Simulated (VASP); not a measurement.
An input for Ansatz (written as the equivalent of a VASP run, and not itself run):

Ansatz 0.2 input:
```yaml
crystal:
  lattice:
    - [0.0000000, 2.1360671, 2.1360671]
    - [2.1360671, 0.0000000, 2.1360671]
    - [2.1360671, 2.1360671, 0.0000000]
  atoms:
    - { symbol: Be, position: [0.2500000, 0.2500000, 0.2500000] }
    - { symbol: Be, position: [0.7500000, 0.7500000, 0.7500000] }
    - { symbol: C, position: [0.0000000, 0.0000000, 0.0000000] }
kpoints:
  mp_grid: { grid: [10, 10, 10] }
hamiltonian:
  xc: lda
  pseudopotentials: { kind: paw }
scf:
  occupations: { method: tetrahedron }
  max_iter: 100
output: { forces: true, stress: true, eigenvalues: true }
```

Q: Translate this input to VASP (INCAR, KPOINTS, POSCAR, choice of POTCAR).

A: One answer among several that fit: 
**INCAR**
```
LREAL = .False.
EDIFF = 1E-7   # SCF stop (eV)
LASPH = .True.
LCHARG = .True.
SYSTEM = Be2C
LWAVE = .False.
NEDOS = 601   # DOS grid
ALGO = Normal
ISIF = 2   # forces and stress, cell fixed
LORBIT = 11
NELM = 100   # most electronic steps
ENCUT = 520
PREC = Accurate
ISMEAR = -5   # tetrahedra, Bloechl
```

**KPOINTS**
```
Automatic mesh
0
Gamma
10 10 10
0 0 0
```

**POSCAR**
```
Be2C
1.0
  0.0000000000   2.1360671426   2.1360671426
  2.1360671426   0.0000000000   2.1360671426
  2.1360671426   2.1360671426   0.0000000000
Be C
2 1
Cart
  1.0680335713   1.0680335713   1.0680335713
  3.2041007139   3.2041007139   3.2041007139
  0.0000000000   0.0000000000   0.0000000000
```

POTCAR, in this order: Be C (LDA.64 set). Program: vasp_std.

Limits of the translation: each code has its own PAW files, so the cut-off isn't converted (ENCUT is set for VASP's; basis.ecutwfc is left out, and Ansatz then takes the one that its files recommend); Ansatz stops its SCF on the density residual and VASP on the energy change (EDIFF); Ansatz's lda is the Perdew-Wang form, while the LDA potentials of VASP carry Perdew-Zunger's.

The compound is Be2C in the antifluorite structure. It was relaxed first.
